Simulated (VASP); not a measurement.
All values below come from TPSS meta-GGA, VASP's PBE PAW potentials (set 64) (plane waves; VASP).

VASP ran on this input.

### INCAR
```
ISMEAR = 0   ! Gaussian
ALGO = Normal   ! blocked Davidson
EDIFFG = -0.01
METAGGA = TPSS
LMAXMIX = 6   ! l cut-off of mixed one-centre charges
NSW = 30
LCHARG = .FALSE.
PREC = Accurate
LREAL = .FALSE.   ! projection in real space or not
EDIFF = 1E-7   ! SCF stop (eV)
IBRION = 2   ! conjugate gradients
ENCUT = 520   ! plane-wave cut-off (eV)
LASPH = .TRUE.   ! aspherical one-centre terms
SIGMA = 0.05
LWAVE = .FALSE.
SYSTEM = PtS2
LMIXTAU = .TRUE.
NELM = 100
ISIF = 4   ! ions and shape, fixed volume
```

**POSCAR**
```
PtS2
1.0
  1.8133590259  -3.1408300377   0.0000000000
  1.8133590259   3.1408300377   0.0000000000
  0.0000000000   0.0000000000   7.5777620637
Pt S
1 2
Cartesian
  0.0000000000   0.0000000000   0.0000000000
  1.8133590259   1.0469454398   1.2653560560
  1.8133590259  -1.0469454398   6.3124060077
```

KPOINTS:
```
K-points
0
gamma
 7 7 3
```

POTCAR, in this order: Pt S (PBE.64 set). Program: vasp_std.

Q: What will the output report for the number of irreducible k-points (NKPTS), largest plane-wave count, number of space-group operations, FFT grid (NGX, NGY, NGZ)?

A: 
| Quantity | Result |
|---|---|
| number of irreducible k-points (NKPTS) | 20 |
| largest plane-wave count | 2345 |
| number of space-group operations | 12 |
| FFT grid (NGX, NGY, NGZ) | 28 × 28 × 56 |

The compound is PtS2 in the 1T layered structure. This cell is one point of a volume scan, at 1.06 of the reference volume. Symmetry was kept, so distortions that lower it aren't found.
